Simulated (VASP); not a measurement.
**YB6: phonons from a supercell**

Aim: the phonon dispersion and thermal properties of YB6. The start is a cell from a database of measured crystal structures.

Main program and level: VASP 6.6.1; PBEsol; plane waves and PAW (Y_sv, B).

The database entry behind the starting cell differs from later determinations by our own check (about 0.3 % long, ideal inner coordinate), so it need not match the best structure at ambient conditions.

### 1. The structure

It takes space group Pm-3m (No. 221, cubic). Conventional cell: a = 4.113 Å, b = 4.113 Å, c = 4.113 Å, α = 90.00°, β = 90.00°, γ = 90.00°. Nearest to Y lie 24 B at 3.03 Å. B has 6 B at 1.70 to 2.41 Å and 4 Y at 3.03 Å nearest. Farther neighbours are not listed.

### 2. Relax the host

First cell and atoms are relaxed at a raised cutoff, so that later runs start from this functional's own cell.

Contents of INCAR:

```
SYSTEM = YB6
PREC = Accurate
ENCUT = 420
EDIFF = 1E-06
NELM = 120
ISMEAR = 0
SIGMA = 0.05
LREAL = .FALSE.
ALGO = Normal
GGA = PS
NBANDS = 21
LORBIT = 11
LWAVE = .FALSE.
LCHARG = .FALSE.
KPAR = 4
IBRION = 2
NSW = 40
ISIF = 3
EDIFFG = -0.02
POTIM = 0.4
```

Contents of POSCAR:

```
YB6
1.0
    4.1130000000      0.0000000000      0.0000000000
    0.0000000000      4.1130000000      0.0000000000
    0.0000000000      0.0000000000      4.1130000000
Y B
1 6
Direct
    0.0000000000      0.0000000000      0.0000000000
    0.5000000000      0.5000000000      0.7930000000
    0.5000000000      0.5000000000      0.2070000000
    0.5000000000      0.7930000000      0.5000000000
    0.7930000000      0.5000000000      0.5000000000
    0.5000000000      0.2070000000      0.5000000000
    0.2070000000      0.5000000000      0.5000000000
```

Contents of KPOINTS:

```
Automatic mesh
0
Gamma
5 5 5
0 0 0
```

PAW data sets: Y_sv and B (PBE family, release 64).

Started as:

```
mpirun -np 4 vasp_std
```

What it wrote:

```text
[banner, memory and clock lines left out]
running    4 mpi-ranks, on    1 nodes
 distrk:  each k-point on    1 cores,    4 groups
 distr:  one band on    1 cores,    1 groups

 POSCAR found type information on POSCAR Y B
 POSCAR found :  2 types and       7 ions
|                                                                             |
|               ----> ADVICE to this user running VASP <----                  |
|                                                                             |
|     You enforced a specific xc type in the INCAR file but a different       |
|     [... a line on the potential file left out ...]
|     I HOPE YOU KNOW WHAT YOU ARE DOING!                                     |
|                                                                             |

 LDA part: xc-table for (Slater+PW92), standard interpolation
 POSCAR, INCAR and KPOINTS ok, starting setup
 FFT: planning ... GRIDC
 FFT: planning ... GRID_SOFT
 FFT: planning ... GRID
 WAVECAR not read
 entering main loop
       N       E                     dE             d eps       ncg     rms          rms(c)
DAV:   1     0.783441983169E+02    0.78344E+02   -0.12634E+04   420   0.109E+03
DAV:   2    -0.555414186071E+02   -0.13389E+03   -0.12809E+03   542   0.241E+02
DAV:   3    -0.604244949937E+02   -0.48831E+01   -0.48393E+01   632   0.402E+01
DAV:   4    -0.605264371468E+02   -0.10194E+00   -0.10178E+00   592   0.495E+00
DAV:   5    -0.605287355144E+02   -0.22984E-02   -0.22981E-02   585   0.544E-01    0.147E+01
DAV:   6    -0.523703423334E+02    0.81584E+01   -0.13443E+01   538   0.216E+01    0.122E+01
DAV:   7    -0.516183223541E+02    0.75202E+00   -0.81981E+00   604   0.124E+01    0.118E+01
DAV:   8    -0.516859959742E+02   -0.67674E-01   -0.17500E+00   541   0.670E+00    0.337E+00
DAV:   9    -0.515799347734E+02    0.10606E+00   -0.56425E-01   485   0.354E+00    0.382E-01
DAV:  10    -0.515749696846E+02    0.49651E-02   -0.33723E-02   546   0.991E-01    0.694E-01
DAV:  11    -0.515746403413E+02    0.32934E-03   -0.30161E-03   567   0.311E-01    0.472E-02
DAV:  12    -0.515745779716E+02    0.62370E-04   -0.62926E-04   554   0.132E-01    0.256E-02
DAV:  13    -0.515745655641E+02    0.12408E-04   -0.69809E-05   543   0.492E-02    0.255E-02
DAV:  14    -0.515745622823E+02    0.32818E-05   -0.13469E-05   564   0.189E-02    0.296E-03
DAV:  15    -0.515745623173E+02   -0.34944E-07   -0.75233E-07   315   0.500E-03
   1 F= -.51574562E+02 E0= -.51571536E+02  d E =-.515746E+02
 curvature:   0.00 expect dE= 0.000E+00 dE for cont linesearch  0.000E+00
 trial: gam= 0.00000 g(F)=  0.111E+01 g(S)=  0.791E-02 ort = 0.000E+00 (trialstep = 0.100E+01)
 search vector abs. value=  0.111E+01
 bond charge predicted
       N       E                     dE             d eps       ncg     rms          rms(c)
DAV:   1    -0.516199270664E+02   -0.45365E-01   -0.66295E+01   430   0.432E+01    0.380E+00
DAV:   2    -0.512962499550E+02    0.32368E+00   -0.19537E+00   521   0.796E+00    0.182E+00
DAV:   3    -0.512043583443E+02    0.91892E-01   -0.39440E-01   445   0.324E+00    0.701E-01
DAV:   4    -0.512070865072E+02   -0.27282E-02   -0.40696E-02   562   0.105E+00    0.522E-01
DAV:   5    -0.512073438431E+02   -0.25734E-03   -0.17404E-03   597   0.195E-01    0.140E-01
DAV:   6    -0.512073157162E+02    0.28127E-04   -0.32417E-04   552   0.111E-01    0.263E-02
DAV:   7    -0.512073180986E+02   -0.23825E-05   -0.12998E-05   519   0.250E-02    0.885E-03
DAV:   8    -0.512073182154E+02   -0.11677E-06   -0.12221E-06   316   0.751E-03
   2 F= -.51207318E+02 E0= -.51204379E+02  d E =0.367244E+00
[...]
3 F= -.51789178E+02 E0= -.51786934E+02  d E =-.214616E+00
[...]
4 F= -.51805463E+02 E0= -.51803643E+02  d E =-.162847E-01
[...]
5 F= -.51805632E+02 E0= -.51803774E+02  d E =-.164540E-01
[...]
6 F= -.51805417E+02 E0= -.51803485E+02  d E =0.214858E-03
 trial-energy change:    0.000215  1 .order    0.000217   -0.000824    0.001258
 step:   0.3408(harm=  0.3408)  dis= 0.00085  next Energy=   -51.805795 (dE=-0.163E-03)
 bond charge predicted
       N       E                     dE             d eps       ncg     rms          rms(c)
DAV:   1    -0.518058921458E+02   -0.47508E-03   -0.15763E-02   430   0.656E-01    0.568E-02
DAV:   2    -0.518058146604E+02    0.77485E-04   -0.45179E-04   501   0.119E-01    0.260E-02
DAV:   3    -0.518057958529E+02    0.18807E-04   -0.82553E-05   475   0.444E-02    0.582E-03
DAV:   4    -0.518057958978E+02   -0.44871E-07   -0.74366E-06   481   0.141E-02
   7 F= -.51805796E+02 E0= -.51803908E+02  d E =-.164037E-03
 curvature:  -0.17 expect dE=-0.118E-07 dE for cont linesearch -0.883E-08
 trial: gam= 0.00000 g(F)=  0.488E-07 g(S)=  0.200E-07 ort =-0.704E-05 (trialstep = 0.757E+00)
 search vector abs. value=  0.690E-07
 reached required accuracy - stopping structural energy minimisation
```

It took 15 s on 4 MPI ranks of Intel Xeon Platinum 8488C (Sapphire Rapids), shared host; peak memory 0.66 GiB.

The logs omit lines about the potential files and the build; timing stands in the text.

From OUTCAR (step 2):

```text
ion  position               nearest neighbor table
   1  0.000  0.000  0.000-   2 3.03   3 3.03   4 3.03   5 3.03   6 3.03   7 3.03   4 3.03   5 3.03
                             6 3.03   7 3.03   2 3.03   3 3.03   5 3.03   7 3.03   5 3.03   7 3.03
   2  0.500  0.500  0.793-   3 1.70   4 1.70   5 1.70   6 1.70   7 1.70   1 3.03   1 3.03   1 3.03
                             1 3.03
   3  0.500  0.500  0.207-   2 1.70   4 1.70   5 1.70   6 1.70   7 1.70   1 3.03   1 3.03   1 3.03
                             1 3.03
   4  0.500  0.793  0.500-   6 1.70   3 1.70   5 1.70   2 1.70   7 1.70   1 3.03   1 3.03   1 3.03
                             1 3.03
   5  0.793  0.500  0.500-   7 1.70   3 1.70   4 1.70   6 1.70   2 1.70   1 3.03   1 3.03   1 3.03
                             1 3.03
   6  0.500  0.207  0.500-   4 1.70   3 1.70   2 1.70   5 1.70   7 1.70   1 3.03   1 3.03   1 3.03
                             1 3.03
   7  0.207  0.500  0.500-   5 1.70   3 1.70   4 1.70   2 1.70   6 1.70   1 3.03   1 3.03   1 3.03
                             1 3.03

  LATTYP: Found a simple cubic cell.
 ALAT       =     4.1130000000

 Subroutine GETGRP returns: Found 48 space group operations
 (whereof 48 operations were pure point group operations)

The static configuration has the point symmetry O_h .

 Found     10 irreducible k-points:

   k-points           NKPTS =     10   k-points in BZ     NKDIM =     10   number of bands    NBANDS=     21

   dimension x,y,z NGX =    28 NGY =   28 NGZ =   28
   dimension x,y,z NGXF=    56 NGYF=   56 NGZF=   56

   ENCUT  =  420.0 eV  30.87 Ry    5.56 a.u.   6.87  6.87  6.87*2*pi/ulx,y,z

   NELECT =      29.0000    total number of electrons

 k-points in reciprocal lattice and weights: Automatic mesh
   0.00000000  0.00000000  0.00000000       0.008
   0.20000000  0.00000000  0.00000000       0.048
   0.40000000  0.00000000  0.00000000       0.048
   0.20000000  0.20000000  0.00000000       0.096
   0.40000000  0.20000000  0.00000000       0.192
   0.40000000  0.40000000  0.00000000       0.096
   0.20000000  0.20000000  0.20000000       0.064
   0.40000000  0.20000000  0.20000000       0.192
   0.40000000  0.40000000  0.20000000       0.192
   0.40000000  0.40000000  0.40000000       0.064

 average (electrostatic) potential at core
       1 -35.4440       2 -26.1842       3 -26.1842       4 -26.1842       5 -26.1842
       6 -26.1842       7 -26.1842

 E-fermi :   6.4914

 k-point     1 :       0.0000    0.0000    0.0000
  band No.  band energies     occupation
    ...
     10      -0.5431      2.00000
     11      -0.5431      2.00000
     12       4.5341      2.00000
     13       4.5341      2.00000
     14       4.5341      2.00000
     15       7.5589      0.00000
     16       7.5589      0.00000
     17       7.6354      0.00000
     18       7.6354      0.00000
     19       7.6354      0.00000
    ...

 k-point     2 :       0.2000    0.0000    0.0000
  band No.  band energies     occupation
    ...
     11       1.0661      2.00000
     12       3.6534      2.00000
     13       3.6534      2.00000
     14       4.7213      2.00000
     15       5.4658      2.00000
     16       7.9169      0.00000
     17       8.4152      0.00000
     18       8.4152      0.00000
     19       9.0822      0.00000
     20       9.5192      0.00000
    ...

 k-point     3 :       0.4000    0.0000    0.0000
  band No.  band energies     occupation
    ...
     11       2.7346      2.00000
     12       2.7346      2.00000
     13       2.8672      2.00000
     14       4.0861      2.00000
     15       5.1110      2.00000
     16       7.8437      0.00000
     17       7.8437      0.00000
     18       8.2207      0.00000
     19       8.5788      0.00000
     20       9.5897      0.00000
    ...

  Total        0.0011002      0.0011002      0.0011002      0.0000000      0.0000000     -0.0000000
  in kB        0.0259919      0.0259919      0.0259919      0.0000000      0.0000000     -0.0000000
  external PRESSURE =       0.0259919 kB  Pullay stress =       0.0000000 kB

  energy-cutoff  :      420.00
  volume of cell :       67.82
      direct lattice vectors                 reciprocal lattice vectors
     4.078061614  0.000000000 -0.000000000     0.245214539 -0.000000000 -0.000000000
     0.000000000  4.078061614 -0.000000000    -0.000000000  0.245214539 -0.000000000
     0.000000000  0.000000000  4.078061614     0.000000000  0.000000000  0.245214539

 POSITION                                       TOTAL-FORCE (eV/Angst)
 -----------------------------------------------------------------------------------
      0.00000      0.00000      0.00000         0.000000      0.000000     -0.000000
      2.03903      2.03903      3.26655         0.000000      0.000000      0.000459
      2.03903      2.03903      0.81151         0.000000     -0.000000     -0.000459
      2.03903      3.26655      2.03903         0.000000      0.000459     -0.000000
      3.26655      2.03903      2.03903         0.000459      0.000000     -0.000000
      2.03903      0.81151      2.03903         0.000000     -0.000459     -0.000000
      0.81151      2.03903      2.03903        -0.000459     -0.000000     -0.000000
 -----------------------------------------------------------------------------------
    total drift:                               -0.000000      0.000000      0.000000

  FREE ENERGIE OF THE ION-ELECTRON SYSTEM (eV)
  ---------------------------------------------------
  free  energy   TOTEN  =       -51.8057958978 eV

  energy  without entropy=      -51.8020208473  energy(sigma->0) =      -51.80390837

 reached required accuracy - stopping structural energy minimisation

 total charge
# of ion       s       p       d       f       tot
--------------------------------------------------
    1        2.102   6.180   0.912   0.057   9.251
    2        0.702   1.408   0.000   0.000   2.110
    3        0.702   1.408   0.000   0.000   2.110
    4        0.702   1.408   0.000   0.000   2.110
    5        0.702   1.408   0.000   0.000   2.110
    6        0.702   1.408   0.000   0.000   2.110
    7        0.702   1.408   0.000   0.000   2.110
--------------------------------------------------
tot          6.313  14.627   0.912   0.057  21.910

[... 3 further parts left out ...]
```

CONTCAR:

```
YB6
   1.00000000000000
     4.0780616138273968    0.0000000000000000   -0.0000000000000000
     0.0000000000000000    4.0780616138273968   -0.0000000000000000
     0.0000000000000000    0.0000000000000000    4.0780616138273968
  Y               B
     1     6
Direct
     0.0000000000000000    0.0000000000000000    0.0000000000000000
     0.5000000000000000    0.5000000000000000    0.8010064146678063
     0.5000000000000000    0.5000000000000000    0.1989935853321937
     0.5000000000000000    0.8010064146678063    0.5000000000000000
     0.8010064146678063    0.5000000000000000    0.5000000000000000
     0.5000000000000000    0.1989935853321937    0.5000000000000000
     0.1989935853321937    0.5000000000000000    0.5000000000000000
```

This run has no spin polarisation. Its electron count is odd, so without a moment it is a metal by construction. The k-mesh is coarse for a metal. The PAW data sets were made with PBE, which is usual practice but a small mismatch for other functionals. The run keeps the 48 symmetry operations of its start, so it cannot find a distortion of lower symmetry.

The steps of the relaxation:

| step | energy less that of the first step (eV) | largest force (eV/Å) | pressure (GPa) | volume (Å³) |
| --- | --- | --- | --- | --- |
| 1 | 0.0000 | 2.1847 | -1.59 | 69.58 |
| 2 | 0.3672 | 3.8673 | -2.50 | 68.79 |
| 3 | -0.2146 | 0.0450 | -3.62 | 69.27 |
| 4 | -0.2309 | 0.0666 | 0.32 | 67.68 |
| 5 | -0.2311 | 0.0640 | -0.05 | 67.82 |
| 6 | -0.2309 | 0.0976 | 0.09 | 67.81 |
| 7 | -0.2312 | 0.0005 | 0.00 | 67.82 |

| conventional cell, symmetrised | before | after | change |
| --- | --- | --- | --- |
| a (Å) | 4.113 | 4.078 | -0.8 % |
| b (Å) | 4.113 | 4.078 | -0.8 % |
| c (Å) | 4.113 | 4.078 | -0.8 % |
| volume (Å³/atom) | 9.94 | 9.69 | -2.5 % |

The atoms that moved most (Å, as changes of fractional coordinates times the final cell):

| atom | dx | dy | dz | length |
| --- | --- | --- | --- | --- |
| B3 | 0.000 | 0.000 | -0.033 | 0.033 |
| B6 | 0.000 | -0.033 | 0.000 | 0.033 |
| B7 | -0.033 | 0.000 | 0.000 | 0.033 |
| B2 | 0.000 | 0.000 | 0.033 | 0.033 |
| B5 | 0.033 | 0.000 | 0.000 | 0.033 |
| B4 | 0.000 | 0.033 | 0.000 | 0.033 |

The relaxed structure:

```cif
data_structure
_symmetry_space_group_name_H-M 'P 1'
_symmetry_Int_Tables_number 1
_cell_length_a 4.0781
_cell_length_b 4.0781
_cell_length_c 4.0781
_cell_angle_alpha 90.000
_cell_angle_beta 90.000
_cell_angle_gamma 90.000
_cell_volume 67.82
loop_
_atom_site_label
_atom_site_type_symbol
_atom_site_fract_x
_atom_site_fract_y
_atom_site_fract_z
_atom_site_occupancy
Y1 Y 0.00000 0.00000 0.00000 1
B2 B 0.50000 0.50000 0.80101 1
B3 B 0.50000 0.50000 0.19899 1
B4 B 0.50000 0.80101 0.50000 1
B5 B 0.80101 0.50000 0.50000 1
B6 B 0.50000 0.19899 0.50000 1
B7 B 0.19899 0.50000 0.50000 1
```

This step gave:

* electronic cycles: 57
* electrons: 29
* free energy (TOTEN): -51.8058 eV
* energy at zero smearing: -51.8039 eV
* Fermi energy: 6.491 eV
* pressure: 0.002599 GPa
* labelled metallic, from the levels on this mesh: yes

The run ended after 7 ionic steps, 0.231 eV below its first step, once forces and stress met EDIFFG = -0.02.

(Part 1 of 3 ends here.)

[Lines on the potential files, build, host, timing and source positions are cut from VASP's logs without a mark.]

[Logs are printed without paths, hosts, clocks, repeated set-up lines and the standing remarks that a program may print on its own settings, such as how far it seeks lower states.]

[Hosts, paths, dates, database ids (printed as entryN), source tags and the programs' standing remarks are cut or masked in the printed files.]

[Runs that stopped without an error message from VASP are left out.]
